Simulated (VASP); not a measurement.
Input:

```xyz
4
Lattice="1.6332 -5.4409 0.0000 1.6332 5.4409 0.0000 0.0000 0.0000 4.4908" Properties=species:S:1:pos:R:3 pbc="T T T"
P      1.6332     4.4051     4.0915
P      1.6332     1.0358     1.8461
P      1.6332    -1.0358     2.6447
P      1.6332    -4.4051     0.3993
```

All values below come from r2SCAN meta-GGA, VASP's PBE PAW potentials (set 64) (plane waves; VASP). Settings: 520 eV cut-off, 7×7×5 Γ-centred mesh, Gaussian smearing of 0.050 eV, potentials P.

Problem. The ions and cell shape at fixed volume are relaxed. Predict the relaxed structure.

Solution. 
```xyz
4
Lattice="1.6475 -5.3897 0.0000 1.6475 5.3897 0.0000 0.0000 0.0000 4.4943" Properties=species:S:1:pos:R:3 pbc="T T T"
P      1.6475     4.3406     4.1021
P      1.6475     1.0491     1.8549
P      1.6475    -1.0491     2.6394
P      1.6475    -4.3406     0.3923
```
Space group Cmce (64), at a tolerance of 0.03 Å.

Problem. How much energy does the relaxation gain?

Solution. The energy (σ→0) changes by -3.7 meV/atom, in 9 ionic steps.

```
step  E(σ→0) (eV)  max force (eV/Å)  pressure (GPa)  volume (Å³)
----  -----------  ----------------  --------------  -----------
1        -35.8975             0.276            2.56        79.81
2        -35.9083             0.132            1.50        79.81
3        -35.9094             0.150            1.02        79.81
4        -35.9112             0.063            0.58        79.81
5        -35.9116             0.025            0.70        79.81
6        -35.9120             0.012            0.67        79.81
7        -35.9120             0.012            0.67        79.81
8        -35.9121             0.008            0.66        79.81
9        -35.9122             0.005            0.66        79.81
```

The compound is P in the black structure. This cell is one point of a volume scan, at 0.97 of the reference volume. Symmetry was kept, so distortions that lower it aren't found.
